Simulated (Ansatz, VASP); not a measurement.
## Be (Beryllium): VASP beside Ansatz

One calculation is typed for both programs; each brings its own data sets. How far apart do they land? The structure shown is the end of the Ansatz relaxation below. Other levels of theory on this material are compared in a session of their own.

Program: Ansatz 0.2.0. Level of theory: plane waves, with VASP 6.6.1 beside it; single point at PBEsol. Results are calculated unless marked as measured.

### Step 1. Set-up

Symmetry: P6_3/mmc, No. 194, hexagonal system. The conventional cell has a = 2.303 Å, b = 2.303 Å, c = 3.615 Å, α = 90.00°, β = 90.00°, γ = 120.00°. Nearest to Be lie 12 Be at 2.24 to 2.30 Å.

### Step 2. Ansatz: relaxation, PBEsol

Ansatz runs on its PAW soft_1 files.

This run makes the geometry at which the two programs are then compared.

input.yaml

```yaml
crystal:
  lattice:
    - [2.3025930977, 0.0, 0.0]
    - [-1.1512965488, 1.9941041172, 0.0]
    - [0.0, 0.0, 3.6174775292]
  atoms:
    - { symbol: Be, position: [0.3333333333, 0.6666666667, 0.25] }
    - { symbol: Be, position: [0.6666666667, 0.3333333333, 0.75] }
kpoints:
  mp_grid: { grid: [24, 24, 12] }
hamiltonian:
  xc: pbesol
  pseudopotentials: { kind: paw, azcp: { folder: soft_1 }, xc_functional: pbe }
scf:
  occupations: { method: methfessel_paxton, width: 0.2 }
output:
  forces: true
  stress: true
  eigenvalues: true
relax:
  adjacent_minimum: "off"
  f_tol: 0.001
  max_steps: 60
  cell: { stress_tol: 0.01, fix: [volume] }
```

Launch:

```sh
ansatz run input.yaml --threads 4 --pin off --max-ram 10240MiB --backend cpu --events-out ev --progress --plain --runs-dir out
```

Numbers of over 12 decimals in the logs are rounded to 6 here.

Log:

```text
Engine: ansatz 0.2.0, x86_64-unknown-linux-gnu
Pseudopotentials: kind: paw
Pseudopotential: Be, paw, valence charge 2, recommended cutoff 420 eV (normal), soft_1/Be.paw.azcp
Functional definition: PBEsol
  exchange = pbesol_x
  correlation = pbesol_c
Crystal: 2 atoms, lattice volume = 16.610 Å³
Basis set: ecut = 420 eV, 313 PW (Γ), exchange–correlation on 32×32×50 points (8 copies of the dense FFT grid, shifted against one another)
Bands: 6, of which v1, the nominal top of the filled ones, is band 2 counted from 1 (1 counted from 0)
Symmetry: 24 space group operations
Space group: P63/mmc (ITA 194), of the structure as read, at distance tolerance 2.6e-5 Å
k-points: 427 of 6912
Non-local potential: Be, projectors of the file, l = 0: 2, l = 1: 2, l = 2: 1
PAW form: soft (Blöchl's): semilocal exchange-correlation on the pseudo side does not see the compensation charge
PAW frozen core: Be, regenerated for the run's functional, and the local potential with it (the file was generated under x = pbe(κ = 0.804, μ = 0.219515), c = pbe(β = 0.066725))
PAW one-centre angular grid: Be, 110 points (default); XC on 64 Gauss nodes
Initial density: superposition of atomic densities (chi_scale 0.1, normalization cell)
Initial wavefunctions: pseudopotential atomic-orbital guess
Functional: x = pbesol(κ = 0.804, μ = 0.123457), c = pbesol(β = 0.046)
SCF iter   1: F=—  HF=-180.695394 eV  |F-HF|=—  |Δ(HF+E_count)|=         —  Δρ=1.36e-2  dr2=2.28e-2  ethr=3.10e-3  ⟨swp⟩=4.6  Hψ=20942  notcnv=0
preconditioner: auto → none  [metal: Δε(μ)=0.047 eV  Ē_g=12.433 eV  σ=0.200 eV  W_gap=0.20  n_scr=2 (ndim 8)  ℏωp=18.2 eV  f_vac=0.000  D(μ)=0.22/eV (n_scr^D=0)  sad-step TF]
SCF iter   2: F=—  HF=-180.682845 eV  |F-HF|=—  |Δ(HF+E_count)|=   1.25e-2  S|Δr|=    0.00e0  Δρ=8.28e-3  dr2=8.70e-3  ethr=5.71e-4  ⟨swp⟩=1.0  Hψ=5978  notcnv=0
SCF iter   3: F=—  HF=-180.678871 eV  |F-HF|=—  |Δ(HF+E_count)|=   3.97e-3  S|Δr|=    0.00e0  Δρ=4.25e-4  dr2=2.60e-5  ethr=2.18e-4  ⟨swp⟩=1.0  Hψ=2562  notcnv=0
SCF iter   4: F=—  HF=-180.678854 eV  |F-HF|=—  |Δ(HF+E_count)|=   1.70e-5  S|Δr|=    0.00e0  Δρ=2.85e-5  dr2=9.07e-8  ethr=2.50e-9  ⟨swp⟩=3.3  Hψ=9610  notcnv=0
SCF iter   5: F=-180.678854 eV  HF=-180.678854 eV  |F-HF|=1.36e-9  |Δ(HF+E_count)|=   3.48e-8  S|Δr|=    0.00e0  Δρ=5.49e-6  dr2=3.32e-9  ethr=2.27e-9  ⟨swp⟩=2.0  Hψ=7262  notcnv=0
SCF 1 converged in 5 iterations: F = -180.678854 eV  dr2 = 3.32e-9
  greatest PAW one-centre occupation: 0.346 electrons in one spin orbital (limit 2), on the Be atom at site 1 (counted from 0), in its partial waves of l = 0
relax step   1: F+E_penalty+E_count = -180.67885400 eV  Δ(F+E_penalty+E_count) = +0.000e0 eV  max|allowed force component| = 6.476e-17 eV/Å  Δτ_max = 0.0000 Å  P = -6.546 GPa  Ω = 16.610 Å³  fix = [volume]  reactions: volume -6.546 GPa  (5 SCF iters, dr2 threshold 1.00e-7 eV, accepted)
[...]
relax step   2: F+E_penalty+E_count = -180.67886497 eV  Δ(F+E_penalty+E_count) = -1.098e-5 eV  max|allowed force component| = 2.174e-16 eV/Å  Δτ_max = 0.0000 Å  P = -6.535 GPa  Ω = 16.610 Å³  energy of the carried Pulay correction = +1.260e-7 eV  fix = [volume]  reactions: volume -6.535 GPa  (2 SCF iters, dr2 threshold 1.08e-7 eV, accepted)
[...]
relax step   3: F+E_penalty+E_count = -180.67886503 eV  Δ(F+E_penalty+E_count) = -5.565e-8 eV  max|allowed force component| = 2.776e-16 eV/Å  Δτ_max = 0.0000 Å  P = -6.535 GPa  Ω = 16.610 Å³  energy of the carried Pulay correction = +1.351e-7 eV  fix = [volume]  reactions: volume -6.535 GPa  (3 SCF iters, dr2 threshold 4.88e-10 eV, accepted)
[...]
relax step   4: F+E_penalty+E_count = -180.67886472 eV  Δ(F+E_penalty+E_count) = +3.058e-7 eV  max|allowed force component| = 2.267e-16 eV/Å  Δτ_max = 0.0000 Å  P = -6.535 GPa  Ω = 16.610 Å³  fix = [volume]  reactions: volume -6.535 GPa  stress off target by 4.65e-4 GPa on what of the cell is left free  SCF on the basis re-selected at this cell (its energy is not comparable with the rows above)  (4 SCF iters)
basis re-selected at this cell: Δ(F+E_penalty+E_count) = +3.058e-7 eV, ΔP = -0.000 GPa vs the last step (what re-selecting the basis moved, of the pressure what is left beyond the Pulay correction that the steps carried, after the strain that the cell walked since its last selection, with what the two solves' SCF thresholds leave and, on support functions, any second-order correction that the steps lacked; it is no m [...]
SCF converged after 4 iterations
Stability not checked: this state was not tested for a lower state beside it, because cold or Methfessel-Paxton smearing, or corrected tetrahedra, fill the levels in a way that the test cannot read (fill_not_monotonic; see scf.lower_state_search)
Free energy (F): -180.678865 eV
Harris-Foulkes:  -180.678865 eV  (|F-HF|=0.00e0)
Internal energy: -180.678431 eV  (E = F + TS)
E sigma→0 (E₀):  -180.678756 eV
Entropy (-TS):   -0.000434 eV (-0.217 meV/atom)
Fermi energy:    7.614765 eV
--- Per-component energies (eV) ---
  E_band       = 10.947867
  E_kinetic    = 41.430990
  E_local      = 5.918993  (includes V_loc(G=0)·N_el)
  E_nonlocal   = 7.349951
  E_hartree    = 0.074591
  E_xc         = -40.155376
  E_vxc        = -41.021015  (∫ρ·V_xc dr)
  E_paw        = -113.189275  (= ΣΔE_a)
  E_vpaw       = -2.880233  (= ΣTr[D̂ρ^β])
  E_aug_tail   = -0.000001  (compensation charges beyond the density's cutoff)
  E_ewald      = -82.127367
  E_core_change = 0.019063  (= ΣΔE_core)
  E_smearing   = -0.000434  (= −TS)
  E_closure    = -0.000000  (closes the sum)
  Σ components = -180.678865   (vs F -180.678865, Δ=0.00e0)
--- Forces (eV/Å), atoms counted from 1 ---
  atom   1  Be    -0.00000000     0.00000000     0.00000000
  atom   2  Be     0.00000000    -0.00000000    -0.00000000
  max |Σ_I F_I| component: 3.70e-17 eV/Å
--- Stress (GPa, compression-positive) ---
       -6.534977       0.000000       0.000000
        0.000000      -6.534977       0.000000
        0.000000       0.000000      -6.534280
  P = ⅓ Tr σ = -6.5347 GPa (-65.347 kbar)
--- Band table (eV; the first three rows and the last of 427) ---
  k-point 0: bands = ["-3.4139", "3.4028", "8.6668", "22.9714", "22.9714", "25.7404"]
  k-point 1: bands = ["-3.3548", "3.0400", "9.1656", "23.0246", "23.0246", "25.7211"]
  k-point 2: bands = ["-3.1772", "2.2154", "10.3963", "23.1814", "23.1814", "25.6539"]
  k-point 426: bands = ["6.5555", "6.5555", "8.0117", "8.0117", "13.5473", "13.5473"]
--- Relaxed structure (3 steps of the walk, 3 accepted, 1 SCFs on fresh bases) ---
  F+E_penalty+E_count = -180.67886472 eV   max|allowed force component| = 2.267e-16 eV/Å   (the final SCF, on the basis selected at the relaxed cell)
  cell:  # Å, volume = 16.6100 Å³
    - [2.303373, -2.8877293410455343e-11, 0]
    - [-1.151686, 1.994779, 0]
    - [0, 0, 3.615029]
  atoms:
    - { symbol: Be, position: [0.333333, 0.666667, 0.250000] }
    - { symbol: Be, position: [0.666667, 0.333333, 0.750000] }
```

### Step 3. VASP: single point, PBEsol

The same cell, functional, mesh and smearing now go to VASP, with its own data sets.

Lines of VASP's logs that name or quote its potential files are left out, and so is its time.

INCAR

```
SYSTEM = Be
PREC = Accurate
ENCUT = 600
EDIFF = 1E-06
NELM = 120
ISMEAR = 1
SIGMA = 0.2
LREAL = .FALSE.
ALGO = Normal
GGA = PS
NBANDS = 8
LORBIT = 11
LWAVE = .FALSE.
LCHARG = .FALSE.
ISIF = 2
LASPH = .TRUE.
GGA_COMPAT = .FALSE.
KPAR = 2
```

POSCAR

```
Be
1.0
    2.3033726139      0.0000000000      0.0000000000
   -1.1516863069      1.9947791980      0.0000000000
    0.0000000000      0.0000000000      3.6150294622
Be
2
Direct
    0.3333333333      0.6666666667      0.2500000000
    0.6666666667      0.3333333333      0.7500000000
```

KPOINTS

```
Automatic mesh
0
Gamma
24 24 12
0 0 0
```

Potentials, in the order of the species: Be (PBE family, release 64).

Launch:

```sh
mpirun -np 2 vasp_std
```

Log:

```text
[banner, memory and clock lines left out]
running    2 mpi-ranks, on    1 nodes
 distrk:  each k-point on    1 cores,    2 groups
 distr:  one band on    1 cores,    1 groups

 POSCAR found type information on POSCAR Be
 POSCAR found :  1 types and       2 ions
|                                                                             |
|               ----> ADVICE to this user running VASP <----                  |
|                                                                             |
|     You enforced a specific xc type in the INCAR file but a different       |
|     [... a line on the potential file left out ...]
|     I HOPE YOU KNOW WHAT YOU ARE DOING!                                     |
|                                                                             |

 LDA part: xc-table for (Slater+PW92), standard interpolation
 POSCAR, INCAR and KPOINTS ok, starting setup
 FFT: planning ... GRIDC
 FFT: planning ... GRID_SOFT
 FFT: planning ... GRID
 WAVECAR not read
 entering main loop
       N       E                     dE             d eps       ncg     rms          rms(c)
DAV:   1    -0.329452212430E+01   -0.32945E+01   -0.19727E+03  6856   0.460E+02
DAV:   2    -0.798723331860E+01   -0.46927E+01   -0.45658E+01 11040   0.543E+01
DAV:   3    -0.800608201397E+01   -0.18849E-01   -0.18775E-01  7528   0.301E+00
DAV:   4    -0.800609567746E+01   -0.13663E-04   -0.13663E-04 10064   0.879E-02
DAV:   5    -0.800609568234E+01   -0.48717E-08   -0.48413E-08  7416   0.563E-04    0.119E+00
DAV:   6    -0.798562954771E+01    0.20466E-01   -0.20516E-03  7280   0.470E-01    0.721E-01
DAV:   7    -0.797670870239E+01    0.89208E-02   -0.31487E-03  7992   0.493E-01    0.120E-02
DAV:   8    -0.797670752373E+01    0.11787E-05   -0.11776E-05  7688   0.272E-02    0.501E-03
DAV:   9    -0.797670817633E+01   -0.65261E-06   -0.38430E-07  7624   0.476E-03
   1 F= -.79767082E+01 E0= -.79765628E+01  d E =-.436157E-03
```

Parts of OUTCAR (step 3):

```text
ion  position               nearest neighbor table
   1  0.333  0.667  0.250-   2 2.24   2 2.24   2 2.24   2 2.24   2 2.24   2 2.24
   2  0.667  0.333  0.750-   1 2.24   1 2.24   1 2.24   1 2.24   1 2.24   1 2.24

  LATTYP: Found a hexagonal cell.
 ALAT       =     2.3033726139
 C/A-ratio  =     1.5694505702

 Subroutine GETGRP returns: Found 24 space group operations
 (whereof 12 operations were pure point group operations)

The static configuration has the point symmetry D_3d.
 The point group associated with its full space group is D_6h.

 Found    427 irreducible k-points:

   k-points           NKPTS =    427   k-points in BZ     NKDIM =    427   number of bands    NBANDS=      8

   dimension x,y,z NGX =    18 NGY =   18 NGZ =   30
   dimension x,y,z NGXF=    36 NGYF=   36 NGZF=   60

   ENCUT  =  600.0 eV  44.10 Ry    6.64 a.u.   4.60  4.60  7.22*2*pi/ulx,y,z

   NELECT =       4.0000    total number of electrons

 k-points in reciprocal lattice and weights: Automatic mesh
   0.00000000  0.00000000  0.00000000       0.000
   0.04166667  0.00000000  0.00000000       0.001
   0.08333333 -0.00000000  0.00000000       0.001
   0.12500000  0.00000000  0.00000000       0.001
   0.16666667  0.00000000  0.00000000       0.001
   0.20833333  0.00000000  0.00000000       0.001
   0.25000000  0.00000000  0.00000000       0.001
   0.29166667  0.00000000  0.00000000       0.001
   0.33333333  0.00000000  0.00000000       0.001
[...]
0.33333333  0.29166667  0.50000000       0.002
   0.33333333  0.33333333  0.50000000       0.000

 average (electrostatic) potential at core
       1 -33.2482       2 -33.2482

 E-fermi :   6.5798

 k-point     1 :       0.0000    0.0000    0.0000
  band No.  band energies     occupation
      1      -4.4549      2.00000
      2       2.3647      2.00000
      3       7.6386     -0.00000
      4      21.9446      0.00000
      5      21.9446      0.00000
      6      24.7101      0.00000
      7      24.7101      0.00000
    ...

 k-point     2 :       0.0417    0.0000    0.0000
  band No.  band energies     occupation
      1      -4.4061      2.00000
      2       2.4278      2.00000
      3       7.6548     -0.00000
      4      21.5338      0.00000
      5      21.6269      0.00000
      6      24.7149      0.00000
      7      24.8885      0.00000
    ...

 k-point     3 :       0.0833   -0.0000    0.0000
  band No.  band energies     occupation
      1      -4.2597      2.00000
      2       2.6171      2.00000
      3       7.7015     -0.00000
      4      20.4531      0.00000
      5      20.9064      0.00000
      6      24.6962      0.00000
      7      25.1726      0.00000
    ...

  Total       -0.6433819     -0.6433819     -0.6357107     -0.0000000     -0.0000000      0.0000000
  in kB      -62.0595392    -62.0595392    -61.3195926     -0.0000000     -0.0000000      0.0000000
  external PRESSURE =     -61.8128903 kB  Pullay stress =       0.0000000 kB

  energy-cutoff  :      600.00
  volume of cell :       16.61
      direct lattice vectors                 reciprocal lattice vectors
     2.303372614  0.000000000  0.000000000     0.434145997  0.250654308  0.000000000
    -1.151686307  1.994779198  0.000000000     0.000000000  0.501308617  0.000000000
     0.000000000  0.000000000  3.615029462     0.000000000  0.000000000  0.276622918

 POSITION                                       TOTAL-FORCE (eV/Angst)
 -----------------------------------------------------------------------------------
     -0.00000      1.32985      0.90376        -0.000000      0.000000      0.000000
      1.15169      0.66493      2.71127         0.000000     -0.000000      0.000000
 -----------------------------------------------------------------------------------
    total drift:                                0.000000     -0.000000      0.000000

  FREE ENERGIE OF THE ION-ELECTRON SYSTEM (eV)
  ---------------------------------------------------
  free  energy   TOTEN  =        -7.9767081763 eV

  energy  without entropy=       -7.9762720188  energy(sigma->0) =       -7.97656279

 total charge
# of ion       s       p       d       tot
------------------------------------------
    1        0.393   0.735   0.000   1.128
    2        0.393   0.735   0.000   1.128
--------------------------------------------------
tot          0.787   1.469   0.000   2.256

[... 3 further parts left out ...]
```

The run ends at a pressure of -6.18 GPa.

### Step 4. Comparison

Known differences besides the potentials themselves: the cutoff is 420 eV in Ansatz and 600 eV in VASP; Ansatz makes its cores anew for this functional, VASP keeps those of its PBE data sets; Ansatz's pressure holds a Pulay correction, VASP's none. Total energies have different zeros and are not compared.

Both answers:

```csv
quantity,Ansatz,VASP,difference
pressure (GPa),-6.53,-6.18,-0.35
```

### Step 5. Summary of results

```json
{
  "difference in pressure (single point, PBEsol)": "-0.35 GPa"
}
```

**Reading.** The difference in pressure is -0.35 GPa (single point, PBEsol), within the 1 GPa picked in this series as the mark of a large difference. 4 further runs of this series are not shown here. How closely two codes agree says nothing of how well the functional describes the real material.

[Lines on the potential files, build, host, timing and source positions are cut from VASP's logs without a mark.]

[Logs are printed without paths, hosts, clocks, repeated set-up lines and the standing remarks that a program may print on its own settings, such as how far it seeks lower states.]

[Hosts, paths, dates, database ids (printed as entryN), source tags and the programs' standing remarks are cut or masked in the printed files.]
